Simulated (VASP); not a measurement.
Method: PBEsol GGA, VASP's PBE PAW potentials (set 64) (plane waves; VASP).

VASP ran on this input.

File KPOINTS:
```
Automatic
0
G
7 7 7
```

### POSCAR
```
TlIO3
3.5779610
  0.8660252996   0.4999998471   0.7340322136
 -0.8660252996   0.4999998471   0.7340322136
  0.0000000000  -0.9999999661   0.7340322114
Tl I O
1 1 3
Cartesian
 -0.0000000000  -0.0000000019   0.0157958350
  0.0000000000  -0.0000001358   1.1002447203
  0.3922540003   0.2264677858   1.3439115650
 -0.3922540003   0.2264677858   1.3439115650
 -0.0000000000  -0.4529360693   1.3439115641
```

### INCAR
```
# general
SYSTEM   =  TlIO3
PREC     =  Accurate
ENCUT    =  520
LREAL    =  .FALSE.
LASPH    =  .TRUE.
NBANDS   =  69

# electronic loop
EDIFF    =  1E-7
NELM     =  100
ALGO     =  Normal
LMAXMIX  =  4

# smearing
ISMEAR   =  0
SIGMA    =  0.01

# functional
GGA      =  PS

# output
LWAVE    =  .FALSE.
LCHARG   =  .FALSE.
NEDOS    =  1001

# other
LOPTICS  =  .TRUE.
CSHIFT   =  0.1
```

POTCAR, in this order: Tl_d I O (PBE.64 set). Program: vasp_std.

The dielectric response may not be converged in the k-mesh; for small gaps it tends to come out too large.

What does the run give for the energy per atom (σ→0)?

| Property | Result |
|---|---|
| energy per atom (σ→0) | -4.572 eV/atom |

File OSZICAR:
```
...
DAV:   9    -0.228614761965E+02    0.61555E-02   -0.16637E-02  6928   0.426E-01    0.157E+00
DAV:  10    -0.228612619364E+02    0.21426E-03   -0.32705E-03  7203   0.179E-01    0.477E-01
DAV:  11    -0.228611640964E+02    0.97840E-04   -0.36019E-04  6760   0.558E-02    0.383E-01
DAV:  12    -0.228611642295E+02   -0.13315E-06   -0.49831E-05  7147   0.257E-02    0.243E-02
DAV:  13    -0.228611638904E+02    0.33916E-06   -0.38873E-06  7208   0.519E-03    0.952E-03
DAV:  14    -0.228611638305E+02    0.59900E-07   -0.11606E-07  7187   0.114E-03
   1 F= -.22861164E+02 E0= -.22861164E+02  d E =-.913055E-29
 imaginary and real dielectric function
```

The structure comes from a computed database's TlIO3 entry (R3m); how it stands against other phases isn't given here. It was relaxed first.
